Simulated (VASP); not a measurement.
```xyz
4
Lattice="4.1378 0.0000 0.0000 0.0000 4.1378 0.0000 0.0000 0.0000 5.5611" Properties=species:S:1:pos:R:3 pbc="T T T"
Pb     2.0689     0.0000     4.3459
Pb     4.1378     2.0689     1.2153
O      2.0689     2.0689     5.5611
O      4.1378     0.0000     5.5611
```

Level of theory: PBE GGA, VASP's PBE PAW potentials (set 64) (plane waves; VASP). Settings: 600 eV cut-off, 6×6×4 Γ-centred mesh, Gaussian smearing of 0.050 eV, potentials Pb_d O.

Without a dispersion term in the relaxation, distances and binding between the weakly bound layers, chains or molecules are unreliable, and so is what depends on them.

### Question
The ions are relaxed. Give the cell that the relaxation ends in.

### Answer

```xyz
4
Lattice="4.1378 0.0000 0.0000 0.0000 4.1378 0.0000 0.0000 0.0000 5.5611" Properties=species:S:1:pos:R:3 pbc="T T T"
Pb     2.0689     0.0000     4.4011
Pb     0.0000     2.0689     1.1601
O      2.0689     2.0689     0.0000
O      0.0000     0.0000     0.0000
```
Space group P4/nmm (129), at a tolerance of 0.03 Å.

### Question
How much energy does the relaxation gain?

### Answer
The energy (σ→0) changes by -9.9 meV/atom, in 3 ionic steps.

The compound is PbO in the litharge structure. This cell was strained or had an atom moved on purpose. Symmetry was kept, so distortions that lower it aren't found.
